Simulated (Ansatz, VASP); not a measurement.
# BaH2: VASP beside Ansatz

Aim: how closely do two programs agree when they are given the same cell, functional and k mesh? The cell is taken from a series of runs on this material, whose earlier steps may have relaxed, scaled, displaced or heated it; both programs get it as it stands.

Main program and level: Ansatz 0.2.0; plane waves, with VASP 6.6.1 beside it; zone-centre phonons at r2SCAN.

### Step 1. Set-up

The structure is hexagonal, space group P6_3/mmc (No. 194). Conventional cell: a = 4.439 Å, b = 4.439 Å, c = 5.994 Å, α = 90.00°, β = 90.00°, γ = 120.00°. Ba has 11 H at 2.56 to 3.00 Å nearest. Nearest to H lie 5 Ba at 2.56 to 3.00 Å and 6 H at 2.97 Å. Nearest to H lie 6 Ba at 2.97 Å and 8 H at 2.97 to 3.00 Å. Farther neighbours are not listed.

### Step 2. Ansatz: zone-centre phonons, r2SCAN

Ansatz runs on its PAW soft_1 files.

Second derivatives magnify differences that forces hide, and they need a tight electronic threshold.

input.yaml reads:

```yaml
crystal:
  lattice:
    - [4.4389864655, 0.0, 0.0]
    - [-2.2194932327, 3.8442750462, 0.0]
    - [0.0, 0.0, 5.9944498709]
  atoms:
    - { symbol: Ba, position: [0.6666666667, 0.3333333333, 0.75] }
    - { symbol: Ba, position: [0.3333333333, 0.6666666667, 0.25] }
    - { symbol: H, position: [0.3333333333, 0.6666666667, 0.75] }
    - { symbol: H, position: [0.6666666667, 0.3333333333, 0.25] }
    - { symbol: H, position: [0.0, 0.0, 0.5] }
    - { symbol: H, position: [0.0, 0.0, 0.0] }
kpoints:
  mp_grid: { grid: [9, 9, 6] }
hamiltonian:
  xc: r2scan
  pseudopotentials: { kind: paw, azcp: { folder: soft_1 } }
scf:
  occupations: { method: fixed }
output:
  eigenvalues: true
phonons:
  method: dfpt
  dielectric: true
  rigid_motions: translations
```

The run is started by

```
ansatz run input.yaml --threads 8 --pin off --max-ram 16384MiB --backend cpu --events-out ev --progress --plain --runs-dir out
```

Numbers of over 12 decimals in the logs are rounded to 6 here.

Output:

```text
Engine: ansatz 0.2.0, aarch64-unknown-linux-gnu
Pseudopotentials: kind: paw
Pseudopotential: Ba, paw, valence charge 10, recommended cutoff 500 eV (meta_gga), soft_1/Ba.paw.azcp
Pseudopotential: H, paw, valence charge 1, recommended cutoff 500 eV (meta_gga), soft_1/H.paw.azcp
Functional definition: r2SCAN
  parameter k0 = 0.174
  parameter k1 = 0.065
  parameter a1 = 4.9479
  exchange = r2scan_x(k0 = k0, k1 = k1, a1 = a1)
  correlation = r2scan_c
Crystal: 6 atoms, lattice volume = 102.293 Å³
Basis set: ecut = 500 eV, 2559 PW (Γ), exchange–correlation on 180×180×240 points (125 copies of the dense FFT grid, shifted against one another)
Bands: 18, of which v1, the nominal top of the filled ones, is band 12 counted from 1 (11 counted from 0)
Symmetry: 24 space group operations
k-points: 140 of 486 (irreducible under 2 space group operations, time reversal used)
Non-local potential: Ba, projectors of the file, l = 0: 3, l = 1: 2, l = 2: 2, l = 3: 2
Non-local potential: H, projectors of the file, l = 0: 2, l = 1: 1
PAW form: soft (Blöchl's): semilocal exchange-correlation on the pseudo side does not see the compensation charge
PAW frozen core: Ba, regenerated for the run's functional (the file was generated under x = pbe(κ = 0.804, μ = 0.219515), c = pbe(β = 0.066725))
PAW one-centre angular grid: Ba, 302 points (default); XC on 160 Gauss nodes
PAW one-centre angular grid: H, 302 points (default); XC on 160 Gauss nodes
Initial density: superposition of atomic densities (chi_scale 0.1, normalization cell, long waves kept (reshape's long-wave potential 0.00 eV rms))
Initial wavefunctions: pseudopotential atomic-orbital guess
Functional: x = r2scan, c = r2scan; τ floored in thin density (d = 2e-4 eV/Å³)
SCF iter   1: F=—  HF=-11996.955544 eV  |F-HF|=—  |Δ(HF+E_count)|=         —  Δρ=4.89e-2  dr2=2.85e0  dr2_τ=1.82e-2  ethr=3.10e-3  ⟨swp⟩=4.0  Hψ=11389  notcnv=0  defer=381
preconditioner: auto → Resta (q_TF=auto, 2.143 Å⁻¹)  ε∞=2.7  [insulator: Δε(μ)=3.124 eV  Ē_g=12.676 eV  n_scr=22 (ndim 8)  ℏωp=16.4 eV  f_vac=0.000  ε∞_Penn≈2.7]
SCF iter   2: F=—  HF=-11996.777600 eV  |F-HF|=—  |Δ(HF+E_count)|=   1.78e-1  Δρ=2.32e-2  dr2=7.17e-1  dr2_τ=6.53e-3  ethr=3.10e-3  ⟨swp⟩=2.6  Hψ=4791  notcnv=0  defer=518
SCF iter   3: F=—  HF=-11996.668515 eV  |F-HF|=—  |Δ(HF+E_count)|=   1.09e-1  Δρ=4.63e-3  dr2=1.19e-2  dr2_τ=7.91e-4  ethr=2.99e-3  ⟨swp⟩=2.0  Hψ=3255  notcnv=0  defer=468
SCF iter   4: F=—  HF=-11996.673998 eV  |F-HF|=—  |Δ(HF+E_count)|=   5.48e-3  Δρ=1.43e-3  dr2=2.57e-3  dr2_τ=1.42e-5  ethr=4.98e-5  ⟨swp⟩=4.0  Hψ=4535  notcnv=0  defer=558
SCF iter   5: F=—  HF=-11996.673563 eV  |F-HF|=—  |Δ(HF+E_count)|=   4.35e-4  Δρ=3.42e-4  dr2=1.46e-4  dr2_τ=1.36e-6  ethr=1.07e-5  ⟨swp⟩=2.0  Hψ=3147  notcnv=0  defer=558
SCF iter   6: F=—  HF=-11996.673527 eV  |F-HF|=—  |Δ(HF+E_count)|=   3.61e-5  Δρ=2.46e-5  dr2=6.08e-7  dr2_τ=1.64e-8  ethr=6.07e-7  ⟨swp⟩=2.0  Hψ=2865  notcnv=0  defer=468
SCF iter   7: F=—  HF=-11996.673527 eV  |F-HF|=—  |Δ(HF+E_count)|=   5.45e-7  Δρ=4.49e-6  dr2=1.83e-8  dr2_τ=4.78e-10  ethr=2.53e-9  ⟨swp⟩=2.1  Hψ=3829  notcnv=0  defer=333
SCF iter   8: F=—  HF=-11996.673527 eV  |F-HF|=—  |Δ(HF+E_count)|=   1.19e-9  Δρ=7.80e-7  dr2=5.87e-10  dr2_τ=8.57e-11  ethr=7.62e-11  ⟨swp⟩=2.4  Hψ=3908  notcnv=0  defer=333
SCF iter   9: F=-11996.673527 eV  HF=-11996.673527 eV  |F-HF|=1.64e-11  |Δ(HF+E_count)|=  1.64e-10  Δρ=7.95e-8  dr2=2.51e-12  dr2_τ=6.13e-13  ethr=1.00e-12  ⟨swp⟩=13.8  Hψ=19967  notcnv=0
SCF 1 converged in 9 iterations: F = -11996.673527 eV  dr2 = 2.51e-12
  greatest PAW one-centre occupation: 0.953 electrons in one spin orbital (limit 2), on the Ba atom at site 1 (counted from 0), in its partial waves of l = 0
NSCF: frozen V_eff on 4 k-points
DFPT response loops at Γ: preconditioner auto → Resta (q_TF=auto, 2.143 Å⁻¹)  ε∞=5.1 (no band partly filled); β = 1.00, the filter's whole step (`scf.mixing.beta` (0.50) is not read by the response loops at its default; to damp them type it under 1.00, their step now; it binds the ground state too); Broyden in place of MSR1
── the response to a field inside a basis, on 10×10×6 k-points: an SCF that follows is theirs, and a resumed run solves both again ──
Bands: 13, of which v1, the nominal top of the filled ones, is band 12 counted from 1 (11 counted from 0)
k-points: 90 of 600 (irreducible under 8 space group operations)
Initial density: handed on by an earlier stage of this run
Initial wavefunctions: pseudopotential atomic-orbital guess (no wavefunctions were taken with the density)
Eigensolver: Dense (90 Hₖ)
SCF iter   1: F=—  HF=-11996.659663 eV  |F-HF|=—  |Δ(HF+E_count)|=         —  Δρ=1.11e-4  dr2=3.76e-6  dr2_τ=1.37e-6  ethr=1.00e-1
preconditioner: auto → Resta (q_TF=auto, 2.143 Å⁻¹)  ε∞=3.0  [insulator: Δε(μ)=2.477 eV  Ē_g=11.475 eV  n_scr=22 (ndim 8)  ℏωp=16.4 eV  f_vac=0.000  ε∞_Penn≈3.0]
SCF iter   2: F=—  HF=-11996.659669 eV  |F-HF|=—  |Δ(HF+E_count)|=   6.55e-6  Δρ=5.77e-5  dr2=1.01e-6  dr2_τ=3.65e-7  ethr=1.57e-8
SCF iter   3: F=-11996.659670 eV  HF=-11996.659670 eV  |F-HF|=1.76e-8  |Δ(HF+E_count)|=   1.29e-6  Δρ=5.08e-6  dr2=1.73e-8  dr2_τ=1.14e-9  ethr=4.22e-9
SCF 1 converged in 3 iterations: F = -11996.659670 eV  dr2 = 1.73e-8
DFPT response loops at Γ: preconditioner auto → Resta (q_TF=auto, 2.143 Å⁻¹)  ε∞=4.9 (no band partly filled); β = 1.00, the filter's whole step (`scf.mixing.beta` (0.50) is not read by the response loops at its default; to damp them type it under 1.00, their step now; it binds the ground state too); Broyden in place of MSR1
SCF converged after 9 iterations
Free energy (F): -11996.673527 eV
Harris-Foulkes:  -11996.673527 eV  (|F-HF|=1.64e-11)
Internal energy: -11996.673527 eV  (E = F + TS)
E sigma→0 (E₀):  -11996.673527 eV
Fermi energy:    6.064670 eV
--- Per-component energies (eV) ---
  E_band       = -127.464484
  E_kinetic    = 371.196905
  E_local      = -631.940237  (includes V_loc(G=0)·N_el)
  E_nonlocal   = 185.981971
  E_hartree    = 173.550200
  E_xc         = -403.813951
  E_vxc        = -327.814823  (∫ρ·V_xc dr)
  E_paw        = -10451.715330  (= ΣΔE_a)
  E_vpaw       = -87.476377  (= ΣTr[D̂ρ^β])
  E_aug_tail   = -0.000305  (compensation charges beyond the density's cutoff)
  E_vtau       = 15.487982  (kinetic-family band-sum trace: ∫τ·v_τ [+ j·A + Jᵃ·Aᵃ] dr)
  E_ewald      = -1240.073618
  E_core_change = 0.140838  (= ΣΔE_core)
  E_smearing   = -0.000000  (= −TS)
  E_closure    = 0.000000  (closes the sum)
  Σ components = -11996.673527   (vs F -11996.673527, Δ=0.00e0)
--- Band table (eV; the first three rows and the last of 140) ---
  k-point 0: bands = [... 8 lower, 1.9445, 3.1943, 5.7296, 6.0647, 9.5262, 9.5262, 10.5494, 10.5494, ... 2 higher]
  k-point 1: bands = [... 8 lower, 2.1073, 3.2375, 5.6313, 6.0496, 9.3779, 9.3779, 10.2712, 10.2712, ... 2 higher]
  k-point 2: bands = [... 8 lower, 2.5201, 3.2439, 5.5136, 5.9242, 9.2703, 9.2703, 9.7494, 9.7494, ... 2 higher]
  k-point 139: bands = [... 8 lower, 4.2581, 4.2581, 4.5150, 4.5150, 8.9336, 8.9336, 10.5637, 10.5637, ... 2 higher]
--- Phonons (Γ-DFPT): 6 representative perturbations + reference, on 140 of 486 k-points (Σ response iterations 36) ---
  k mesh reduced under 2 symmetry operations, with k and −k counted as one. Each operation leaves every solved perturbation unchanged. A smaller set is not considered because the functional reads the kinetic-energy density
  ASR residual: 3.404e-5 → 0.000e0 eV/Å²; symmetrization residual: 5.895e-7 eV/Å²
  ASR residual per site (eV/Å²): 2.62e-5 2.62e-5 3.40e-5 3.40e-5 2.40e-5 2.40e-5
  Γ frequencies (cm⁻¹): 0.00 0.00 0.00 78.09 78.09 84.84 221.93 419.64 466.14 466.14 499.27 499.27 577.48 790.26 947.79 947.79 959.88 959.88
  ε∞ (high-frequency dielectric tensor):
        4.684664    -0.000000     0.000000
       -0.000000     4.684664     0.000000
        0.000000     0.000000     4.243722
  ε⁰ (static dielectric tensor: ions relaxed, cell fixed):
       15.589371    -0.000000    -0.000000
       -0.000000    15.589371    -0.000000
       -0.000000    -0.000000    39.698813
  ε⁰ − ε∞ (ionic part):
       10.904707    -0.000000    -0.000000
       -0.000000    10.904707    -0.000000
       -0.000000    -0.000000    35.455091
  softest optical mode at Γ: 78.09 cm⁻¹; the repairs (sum rule, projections) moved no ω² at Γ by more than (3.47 cm⁻¹)²
  Born effective charges Z* (e; rows j = field, columns β = displacement):
    site 0:
         2.40074   -0.00000    0.00000
        -0.00000    2.40074    0.00000
         0.00000    0.00000    2.08860
    site 1:
         2.40074   -0.00000    0.00000
        -0.00000    2.40074    0.00000
         0.00000    0.00000    2.08860
    site 2:
        -1.13313    0.00000   -0.00000
         0.00000   -1.13313   -0.00000
        -0.00000   -0.00000   -1.14327
    site 3:
        -1.13313    0.00000   -0.00000
         0.00000   -1.13313   -0.00000
        -0.00000   -0.00000   -1.14327
    site 4:
        -1.26761    0.00000   -0.00000
         0.00000   -1.26761   -0.00000
        -0.00000   -0.00000   -0.94534
    site 5:
[...]
Z* charge neutrality: 4.953e-3 e pre-enforcement
  solved inside a basis spanned on kpoints, on 10×10×6 k-points, its susceptibility summed on 14×14×8: ε∞ is read to err by 1.5e-2, Z* by 1.2e-2 e (field_mesh: kpoints solves on kpoints); Z* is corrected for what the basis lacks
  optical modes at Γ without the LO–TO term, one row a degenerate level:
      ω (cm⁻¹)  modes    IR ((D/Å)²/amu)
[...]
optical modes at Γ + LO–TO along q̂ = [1.0000, 0.0000, 0.0000]:
      ω (cm⁻¹)  modes    IR ((D/Å)²/amu)
[...]
optical modes at Γ + LO–TO along q̂ = [0.0000, 1.0000, 0.0000]:
      ω (cm⁻¹)  modes    IR ((D/Å)²/amu)
[...]
optical modes at Γ + LO–TO along q̂ = [0.0000, 0.0000, 1.0000]:
      ω (cm⁻¹)  modes    IR ((D/Å)²/amu)
[...]
419.64      1             0.0000
        466.14      2           214.5496
        487.07      1             8.9728
        499.27      2             0.0000
        790.26      1             0.0000
        804.77      1            93.2318
        947.79      2             0.0000
        959.88      2            53.9801
```

Reading the cycles: dr2 is the Hartree energy of the density residual (eV), the measure of convergence; HF is the Harris–Foulkes estimate of the energy, which meets the free energy F at convergence.

(Continued in part 2 of 2.)

[Lines on the potential files, build, host, timing and source positions are cut from VASP's logs without a mark.]

[Logs are printed without paths, hosts, clocks, repeated set-up lines and the standing remarks that a program may print on its own settings, such as how far it seeks lower states.]

[Hosts, paths, dates, database ids (printed as entryN), source tags and the programs' standing remarks are cut or masked in the printed files.]
